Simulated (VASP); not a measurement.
Level of theory: PBEsol GGA, VASP's PBE PAW potentials (set 64) (plane waves; VASP).

A VASP calculation is set up with these files.

File POSCAR:
```
PdB
1
    0.0000000000     2.5749820000     2.5749820000
    2.5749820000     0.0000000000     2.5749820000
    2.5749820000     2.5749820000     0.0000000000
Pd B
1 1
Direct
  0.0000000000   0.0000000000   0.0000000000
  0.2500000000   0.2500000000   0.2500000000
```

### KPOINTS
```
Automatic mesh
0
Gamma
11 11 11
0 0 0
```

INCAR:
```
LWAVE = .FALSE.
GGA = PS   ! PBEsol
NSW = 60   ! most ionic steps
LMAXMIX = 4
NELM = 100   ! most electronic steps
PREC = Accurate
EDIFF = 1E-6   ! SCF stop (eV)
LCHARG = .FALSE.
ENCUT = 520   ! plane-wave cut-off (eV)
SYSTEM = PdB
EDIFFG = -0.01   ! ionic stop
ALGO = Normal
LREAL = .FALSE.   ! projection in real space or not
ISMEAR = 1
LASPH = .TRUE.
IBRION = 2
ISIF = 3   ! ions, shape and volume
SIGMA = 0.1   ! width (eV)
```

POTCAR, in this order: Pd B (PBE.64 set). Program: vasp_std.

Output of the run:

OUTCAR:
```
 ion  position               nearest neighbor table
   1  0.000  0.000  0.000-   2 2.23   2 2.23   2 2.23   2 2.23
   2  0.250  0.250  0.250-   1 2.23   1 2.23   1 2.23   1 2.23
  LATTYP: Found a face centered cubic cell.
 ALAT       =     5.1499640000
 Subroutine PRICEL returns:
 Original cell was already a primitive cell.
 Subroutine GETGRP returns: Found 24 space group operations
The static configuration has the point symmetry T_d .
The dynamic configuration has the point symmetry T_d .
 Subroutine INISYM returns: Found 24 space group operations
 Subroutine IBZKPT returns following result:
 Found     56 irreducible k-points:

 Following reciprocal coordinates:
            Coordinates               Weight
  0.000000  0.000000  0.000000      1.000000
  0.090909  0.000000  0.000000      8.000000
  0.181818  0.000000  0.000000      8.000000
  0.272727  0.000000  0.000000      8.000000
  0.363636  0.000000  0.000000      8.000000
  0.454545  0.000000  0.000000      8.000000
  0.090909  0.090909  0.000000      6.000000
  0.181818  0.090909  0.000000     24.000000
  0.272727  0.090909  0.000000     24.000000
...
```

### OSZICAR
```
       N       E                     dE             d eps       ncg     rms          rms(c)
DAV:   1     0.502191600351E+02    0.50219E+02   -0.58314E+03  1120   0.109E+03
DAV:   2    -0.108761495899E+02   -0.61095E+02   -0.57751E+02  1230   0.208E+02
DAV:   3    -0.125133562224E+02   -0.16372E+01   -0.16129E+01  1250   0.364E+01
DAV:   4    -0.125268455099E+02   -0.13489E-01   -0.13487E-01  1266   0.360E+00
DAV:   5    -0.125270767620E+02   -0.23125E-03   -0.23125E-03  1276   0.500E-01    0.901E+00
DAV:   6    -0.120894979806E+02    0.43758E+00   -0.18376E+01  1184   0.376E+01    0.600E+00
DAV:   7    -0.115084334414E+02    0.58106E+00   -0.28259E+00  1158   0.180E+01    0.126E+00
DAV:   8    -0.115036554928E+02    0.47779E-02   -0.12746E-01  1180   0.299E+00    0.808E-01
DAV:   9    -0.114990060966E+02    0.46494E-02   -0.18853E-02  1258   0.141E+00    0.609E-02
DAV:  10    -0.114990221696E+02   -0.16073E-04   -0.70373E-04  1240   0.272E-01    0.322E-02
DAV:  11    -0.114990125910E+02    0.95786E-05   -0.10040E-04  1258   0.945E-02    0.126E-02
DAV:  12    -0.114990130217E+02   -0.43078E-06   -0.44316E-06  1170   0.192E-02
   1 F= -.11499013E+02 E0= -.11498723E+02  d E =-.114990E+02
       N       E                     dE             d eps       ncg     rms          rms(c)
DAV:   1    -0.342137437788E+02   -0.22715E+02   -0.33834E+02  1152   0.218E+02    0.522E+01
DAV:   2    -0.142490963522E+02    0.19965E+02   -0.15555E+02  1140   0.121E+02    0.148E+01
DAV:   3    -0.122685517517E+02    0.19805E+01   -0.10661E+01  1166   0.399E+01    0.930E+00
DAV:   4    -0.120544714469E+02    0.21408E+00   -0.51905E-01  1158   0.643E+00    0.575E+00
DAV:   5    -0.119885200053E+02    0.65951E-01   -0.16797E-01  1210   0.343E+00    0.177E+00
DAV:   6    -0.119902471233E+02   -0.17271E-02   -0.29319E-02  1188   0.118E+00    0.139E-01
DAV:   7    -0.119906321528E+02   -0.38503E-03   -0.12803E-03  1230   0.308E-01    0.486E-02
DAV:   8    -0.119906313003E+02    0.85251E-06   -0.14955E-04  1208   0.113E-01    0.994E-03
DAV:   9    -0.119906312649E+02    0.35363E-07   -0.51421E-06  1262   0.241E-02
   2 F= -.11990631E+02 E0= -.11990511E+02  d E =-.491618E+00
       N       E                     dE             d eps       ncg     rms          rms(c)
DAV:   1    -0.142378890544E+02   -0.22473E+01   -0.33859E+01  1122   0.735E+01    0.997E+00
DAV:   2    -0.123856888678E+02    0.18522E+01   -0.14888E+01  1158   0.434E+01    0.421E+00
DAV:   3    -0.122026510112E+02    0.18304E+00   -0.10198E+00  1152   0.107E+01    0.244E+00
DAV:   4    -0.121782544467E+02    0.24397E-01   -0.65633E-02  1146   0.242E+00    0.105E+00
DAV:   5    -0.121773905905E+02    0.86386E-03   -0.34380E-03  1322   0.457E-01    0.452E-01
DAV:   6    -0.121774641424E+02   -0.73552E-04   -0.73626E-04  1198   0.181E-01    0.418E-02
DAV:   7    -0.121774776273E+02   -0.13485E-04   -0.25030E-05  1376   0.478E-02    0.162E-02
DAV:   8    -0.121774796643E+02   -0.20370E-05   -0.21573E-06  1162   0.133E-02    0.969E-04
DAV:   9    -0.121774795905E+02    0.73885E-07   -0.15450E-07   562   0.330E-03
   3 F= -.12177480E+02 E0= -.12177105E+02  d E =-.678467E+00
       N       E                     dE             d eps       ncg     rms          rms(c)
DAV:   1    -0.121819706450E+02   -0.44910E-02   -0.72183E-02  1132   0.333E+00    0.476E-01
DAV:   2    -0.121781098918E+02    0.38608E-02   -0.41784E-02  1156   0.219E+00    0.186E-01
DAV:   3    -0.121774002611E+02    0.70963E-03   -0.34970E-03  1168   0.650E-01    0.517E-02
DAV:   4    -0.121773561484E+02    0.44113E-04   -0.37208E-04  1132   0.137E-01    0.186E-02
DAV:   5    -0.121773505085E+02    0.56399E-05   -0.17809E-05  1162   0.365E-02    0.120E-02
DAV:   6    -0.121773520121E+02   -0.15036E-05   -0.39940E-06  1188   0.151E-02    0.138E-03
DAV:   7    -0.121773520885E+02   -0.76482E-07   -0.76796E-08   560   0.270E-03
   4 F= -.12177352E+02 E0= -.12176983E+02  d E =-.678339E+00
       N       E                     dE             d eps       ncg     rms          rms(c)
DAV:   1    -0.121843263248E+02   -0.69743E-02   -0.10828E-01  1132   0.409E+00    0.575E-01
DAV:   2    -0.121785447505E+02    0.57816E-02   -0.61802E-02  1154   0.266E+00    0.227E-01
DAV:   3    -0.121774959294E+02    0.10488E-02   -0.51874E-03  1166   0.785E-01    0.685E-02
DAV:   4    -0.121774152347E+02    0.80695E-04   -0.51898E-04  1132   0.164E-01    0.224E-02
DAV:   5    -0.121774091434E+02    0.60913E-05   -0.38556E-05  1150   0.504E-02    0.151E-02
DAV:   6    -0.121774087110E+02    0.43239E-06   -0.46893E-06  1246   0.182E-02
   5 F= -.12177409E+02 E0= -.12177033E+02  d E =-.566224E-04
       N       E                     dE             d eps       ncg     rms          rms(c)
DAV:   1    -0.121789303275E+02   -0.15212E-02   -0.22036E-02  1132   0.184E+00    0.263E-01
DAV:   2    -0.121777482177E+02    0.11821E-02   -0.12799E-02  1156   0.121E+00    0.103E-01
DAV:   3    -0.121775313782E+02    0.21684E-03   -0.10797E-03  1168   0.360E-01    0.289E-02
DAV:   4    -0.121775186819E+02    0.12696E-04   -0.11212E-04  1132   0.752E-02    0.102E-02
DAV:   5    -0.121775169298E+02    0.17521E-05   -0.57733E-06  1162   0.205E-02    0.661E-03
DAV:   6    -0.121775176576E+02   -0.72777E-06   -0.10247E-06   572   0.803E-03
   6 F= -.12177518E+02 E0= -.12177145E+02  d E =-.165569E-03
```

File OUTCAR:
```
------------------------ aborting loop because EDIFF is reached ----------------------------------------
  FORCE on cell =-STRESS in cart. coord.  units (eV):
  Direction    XX          YY          ZZ          XY          YZ          ZX
  --------------------------------------------------------------------------------------
  Total        0.0000141      0.0000141      0.0000141      0.0000000      0.0000000      0.0000000
  in kB        0.0008543      0.0008543      0.0008543      0.0000000      0.0000000      0.0000000
  external PRESSURE =       0.0008543 kB  Pullay stress =       0.0000000 kB
  volume of cell :       26.53
      direct lattice vectors                 reciprocal lattice vectors
     0.000000000  2.367111897  2.367111897    -0.211227868  0.211227868  0.211227868
     2.367111897 -0.000000000  2.367111897     0.211227868 -0.211227868  0.211227868
     2.367111897  2.367111897 -0.000000000     0.211227868  0.211227868 -0.211227868
 POSITION                                       TOTAL-FORCE (eV/Angst)
 -----------------------------------------------------------------------------------
      4.73422      4.73422      4.73422        -0.000000     -0.000000     -0.000000
      1.18356      1.18356      1.18356         0.000000      0.000000      0.000000
 -----------------------------------------------------------------------------------
    total drift:                                0.000000      0.000000      0.000000
  FREE ENERGIE OF THE ION-ELECTRON SYSTEM (eV)
  ---------------------------------------------------
  free  energy   TOTEN  =       -12.1775176576 eV

  energy  without entropy=      -12.1763990330  energy(sigma->0) =      -12.17714478

 reached required accuracy - stopping structural energy minimisation
```
(Selected blocks of OUTCAR.)

CONTCAR:
```
PdB
   1.00000000000000
     0.0000000000000000    2.3671118966636135    2.3671118966636135
     2.3671118966636135   -0.0000000000000000    2.3671118966636135
     2.3671118966636135    2.3671118966636135   -0.0000000000000000
  Pd              B
     1     1
Direct
     1.0000000000000000    1.0000000000000000    1.0000000000000000
     0.2500000000000000    0.2500000000000000    0.2500000000000000
```

**OUTCAR**
```
 val. band max:        7.1593394715   @ k =  -0.2727   0.2727   0.0909

 cond. band min:       7.1741261560   @ k =  -0.2727   0.4545   0.1818


 Fermi energy:         7.1622990876

 k-point     1 :       0.0000    0.0000    0.0000
  band No.  band energies     occupation
      1      -3.1404      2.00000
      2       1.3001      2.00000
      3       1.3001      2.00000
      4       1.3001      2.00000
      5       3.4560      2.00000
      6       3.4560      2.00000
      7      13.7867      0.00000
      8      13.7867      0.00000
      9      13.7867      0.00000
     10      15.1476      0.00000

 k-point     2 :       0.0909    0.0000    0.0000
  band No.  band energies     occupation
      1      -2.9927      2.00000
      2       1.2756      2.00000
      3       1.3563      2.00000
      4       1.3563      2.00000
      5       3.4371      2.00000
      6       3.4371      2.00000
      7      13.1438      0.00000
      8      13.6212      0.00000
      9      13.6212      0.00000
     10      15.4106      0.00000

 k-point     3 :       0.1818    0.0000    0.0000
  band No.  band energies     occupation
      1      -2.5791      2.00000
      2       1.2475      2.00000
      3       1.4949      2.00000
      4       1.4949      2.00000
      5       3.4146      2.00000
      6       3.4146      2.00000
      7      11.5264      0.00000
      8      13.1687      0.00000
      9      13.1687      0.00000
     10      16.0466      0.00000

 k-point     4 :       0.2727    0.0000    0.0000
  band No.  band energies     occupation
      1      -2.0083      2.00000
      2       1.3516      2.00000
      3       1.6365      2.00000
      4       1.6365      2.00000
      5       3.4656      2.00000
      6       3.4656      2.00000
      7       9.4654      0.00000
      8      12.5446      0.00000
      9      12.5446      0.00000
     10      16.5399      0.00000

 k-point     5 :       0.3636    0.0000    0.0000
...
```

Energy and stress use the plane-wave basis of the starting cell.

The structure was generated: PdB was put into the zinc blende type (F-43m), which need not be its known phase. This run relaxes it. Symmetry was kept, so distortions that lower it aren't found. The electron count is odd and the run is not spin-polarised, which forces a metal.
